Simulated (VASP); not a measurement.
Data:

```
CELL_PARAMETERS angstrom
      0.00000     2.46958     2.46958
      2.46958     0.00000     2.46958
      2.46958     2.46958     0.00000
ATOMIC_POSITIONS crystal
  Gd 0.00000 0.00000 0.00000
  N  0.50000 0.50000 0.50000
```

Method: PBE GGA with D4 dispersion, VASP's PBE PAW potentials (set 64) (plane waves; VASP). Settings: 520 eV cut-off, Gaussian smearing of 0.050 eV, potentials Gd_3 N.

The 4f electrons are frozen in the core of the lanthanide potential, so 4f levels, which can set the real gap, and their magnetism are missing.

Question: Give the energies of bands 5 to 10 at the high-symmetry points, in eV from the Fermi level.

Answer: 
```json
[
 {"band": "5", "Γ": "0.02", "X": "-1.01", "U": "-2.11", "L": "-4.11", "W": "-2.21"},
 {"band": "6", "Γ": "0.02", "X": "-0.21", "U": "-1.26", "L": "-2.36", "W": "-1.24"},
 {"band": "7", "Γ": "0.02", "X": "-0.21", "U": "-1.20", "L": "-2.36", "W": "-1.24"},
 {"band": "8", "Γ": "3.05", "X": "-0.05", "U": "2.33", "L": "5.68", "W": "3.93"},
 {"band": "9", "Γ": "3.05", "X": "7.29", "U": "6.35", "L": "6.61", "W": "3.93"},
 {"band": "10", "Γ": "3.05", "X": "7.36", "U": "7.43", "L": "6.61", "W": "7.60"}
]
```

It has no gap at this level: it comes out as a metal or semimetal.

The compound is GdN in the rock salt structure. It was relaxed first.
